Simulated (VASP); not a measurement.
Here is the system:

```yaml
crystal:
  lattice:
    - [0.00000, 2.71862, 2.71862]
    - [2.71862, 0.00000, 2.71862]
    - [2.71862, 2.71862, 0.00000]
  atoms:
    - { symbol: Cd, position: [0.00000, 0.00000, 0.00000] }
    - { symbol: F, position: [0.25000, 0.25000, 0.25000] }
    - { symbol: F, position: [0.75000, 0.75000, 0.75000] }
```

Computed with PBE GGA, VASP's PBE PAW potentials (set 64) (plane waves; VASP). Run with 520 eV cut-off, 7×7×7 Γ-centred mesh, Gaussian smearing of 0.050 eV, potentials Cd F.

Problem. Give the stress tensor in GPa (positive for a compressed cell).

Solution. 
```
3.02  0.00  0.00
0.00  3.02  0.00
0.00  0.00  3.02
```
The pressure is its mean diagonal, 3.02 GPa.

The compound is CdF2 in the fluorite structure. This cell is one point of a volume scan, at 0.97 of the reference volume.
